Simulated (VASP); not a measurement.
Data:

```xyz
1
Lattice="0.0000 1.8980 1.8980 1.8980 0.0000 1.8980 1.8980 1.8980 0.0000" Properties=species:S:1:pos:R:3 pbc="T T T"
Rh     0.0000     0.0000     0.0000
```

Calculation: revTPSS meta-GGA, VASP's PBE PAW potentials (set 64) (plane waves; VASP 6.6.1). Numerical set-up: 520 eV cut-off, 16×16×16 Γ-centred mesh, first-order Methfessel-Paxton smearing of 0.10 eV, potentials Rh_pv.

Problem. What does the run give for the energy per atom (σ→0), band gap (on the k-mesh) with the smallest direct gap where there is one?

Solution. 
- band gap (on the k-mesh) = none (metal, semimetal or under 0.01 eV)
- energy per atom (σ→0) = 6.787 eV/atom

Total energies compare only between runs with the same potentials, cut-off and functional.

The compound is Rh in the fcc structure. It was relaxed first.
